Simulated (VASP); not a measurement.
```
CELL_PARAMETERS angstrom
      0.00000     3.19545     3.19545
      3.19545     0.00000     3.19545
      3.19545     3.19545     0.00000
ATOMIC_POSITIONS crystal
  Ba 0.00000 0.00000 0.00000
  S  0.50000 0.50000 0.50000
```

Method: PBE0 hybrid, VASP's PBE PAW potentials (set 64) (plane waves; VASP). Run with 520 eV cut-off, 6×6×6 Γ-centred mesh, Gaussian smearing of 0.050 eV, potentials Ba_sv S.

Unless said otherwise, spin-orbit coupling is left out, though it shifts the bands of the heavy elements here.

Q: Estimate the energy per atom (σ→0), band gap (on the k-mesh) with the smallest direct gap where there is one.

A: 
The band gap (on the k-mesh) is 3.71 eV, the smallest direct gap (on the k-mesh) comes out as 3.88 eV and the energy per atom (σ→0) comes out as -6.054 eV/atom.

Only differences to runs with the same potentials and settings are physical.

The compound is BaS in the rock salt structure. This cell is one point of a volume scan, at 0.97 of the reference volume. The cell's shape comes from a PBE relaxation.
